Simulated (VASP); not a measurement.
A VASP calculation is set up with these files.

**INCAR**
```
ALGO=Normal
EDIFF=1E-6
EDIFFG=-0.01
ENCUT=400
GGA=PS
IBRION=2
ISIF=3
ISMEAR=1
LASPH=.True.
LCHARG=.False.
LMAXMIX=4
LREAL=.False.
LWAVE=.False.
NELM=100
NSW=60
PREC=Accurate
SIGMA=0.1
SYSTEM=I
```

POSCAR:
```
I
1.0
 -2.0211690180   2.0211690180   2.0211690180
  2.0211690180  -2.0211690180   2.0211690180
  2.0211690180   2.0211690180  -2.0211690180
I
1
Cartesian
  0.0000000000   0.0000000000   0.0000000000
```

File KPOINTS:
```
Automatic mesh
0
Gamma
 11 11 11
```

POTCAR, in this order: I (PBE.64 set). Program: vasp_std.

Problem. Write an equivalent input for Ansatz.

Solution. One equivalent input (not run):
Ansatz 0.2 input:
```yaml
crystal:
  lattice:
    - [-2.0211690, 2.0211690, 2.0211690]
    - [2.0211690, -2.0211690, 2.0211690]
    - [2.0211690, 2.0211690, -2.0211690]
  atoms:
    - { symbol: I, position: [0.0000000, 0.0000000, 0.0000000] }
kpoints:
  mp_grid: { grid: [11, 11, 11] }
hamiltonian:
  xc: pbesol
  pseudopotentials: { kind: paw }
scf:
  occupations: { method: methfessel_paxton, width: 0.1 }
  max_iter: 100
relax:
  max_steps: 60
  f_tol: 0.01
  cell: {}
output: { forces: true, stress: true, eigenvalues: true }
```
Limits of the translation: each code has its own PAW files, so the cut-off isn't converted (ENCUT is set for VASP's; basis.ecutwfc is left out, and Ansatz then takes the one that its files recommend); Ansatz stops its SCF on the density residual and VASP on the energy change (EDIFF).

The structure was generated: I was put into the bcc type (Im-3m), which need not be its known phase. This run relaxes it. Symmetry was kept, so distortions that lower it aren't found. The start is the result of an earlier pass.
